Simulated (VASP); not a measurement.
Input:

```yaml
crystal:
  lattice:
    - [0.00000, 2.73266, 2.73266]
    - [2.73266, 0.00000, 2.73266]
    - [2.73266, 2.73266, 0.00000]
  atoms:
    - { symbol: Si, position: [0.25000, 0.25000, 0.25000] }
    - { symbol: Si, position: [0.75000, 0.75000, 0.75000] }
    - { symbol: Ni, position: [0.00000, 0.00000, 0.00000] }
```

Level of theory: r2SCAN meta-GGA, VASP's PBE PAW potentials (set 64) (plane waves; VASP). Run with 480 eV cut-off, 10×10×10 Γ-centred mesh, first-order Methfessel-Paxton smearing of 0.10 eV, potentials Si Ni.

### Question
Give the stress tensor in GPa (positive for a compressed cell).

### Answer

```
-6.46   0.00   0.00
 0.00  -6.46   0.00
 0.00   0.00  -6.46
```
The pressure is its mean diagonal, -6.46 GPa.

The compound is NiSi2 in the fluorite structure. This cell was strained or had an atom moved on purpose. The run is not spin-polarised, so no magnetic state was tried.
